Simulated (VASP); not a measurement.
```
BN
1.0
    1.24059    -2.14876     0.00000
    1.24059     2.14876     0.00000
    0.00000     0.00000     5.86916
B N
2 2
Direct
  0.33333   0.66667   0.25000
  0.66667   0.33333   0.75000
  0.66667   0.33333   0.25000
  0.33333   0.66667   0.75000
```

Level of theory: LDA (Ceperley-Alder, Perdew-Zunger), VASP's LDA PAW potentials (set 64) (plane waves; VASP). Run with 620 eV cut-off, 10×10×4 Γ-centred mesh, Gaussian smearing of 0.050 eV, potentials B N.

What does the run give for the energy per atom (σ→0), pressure?

```yaml
energy per atom (σ→0): -9.635 eV/atom
pressure: 5.01 GPa
```

Only differences to runs with the same potentials and settings are physical.

The compound is BN in the hex structure. It was relaxed first under an external pressure of 5 GPa.
